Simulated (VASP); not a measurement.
Here is the system:

Space group Fm-3m (No. 225); a = 5.3973 Å, b = 5.3973 Å, c = 5.3973 Å, α = 90.00°, β = 90.00°, γ = 90.00°

```csv
atom,site,symmetry,x,y,z
Ce,4a,m-3m,0.0000,0.0000,0.0000
O,8c,-43m,0.2500,0.2500,0.2500
```
(The calculation used a cell of 3 atoms; values per cell refer to that cell.)

These are PBEsol GGA, VASP's PBE PAW potentials (set 64) (plane waves; VASP 6.6.1) values and carry that method's errors. Settings: 600 eV cut-off, 8×8×8 Γ-centred mesh, Gaussian smearing of 0.050 eV, potentials Ce O.

Each relaxation starts from this cell; other phases were not tried.

**Question.** The cell is relaxed at 5 GPa. What happens?

**Answer.** The volume per atom goes from 13.10 to 12.79 Å³ (-2.4 %), and the cell becomes a = b = c = 5.3536 Å, α = β = γ = 90.00°, space group Fm-3m. The gap on the mesh goes from 1.97 to 2.04 eV.

**Question.** The cell is relaxed at 30 GPa. What happens?

**Answer.** The volume per atom goes from 13.10 to 11.62 Å³ (-11.3 %), and the cell becomes a = 5.1860 Å, b = 5.1860 Å, c = 5.1860 Å, α = 90.00°, β = 90.00°, γ = 90.00°, space group Fm-3m. The gap on the mesh goes from 1.97 to 2.31 eV.

Failed runs are left out, and for metals the shear rows, which the mesh's noise covers.

The compound is CeO2 in the fluorite structure. The run is not spin-polarised, so no magnetic state was tried.
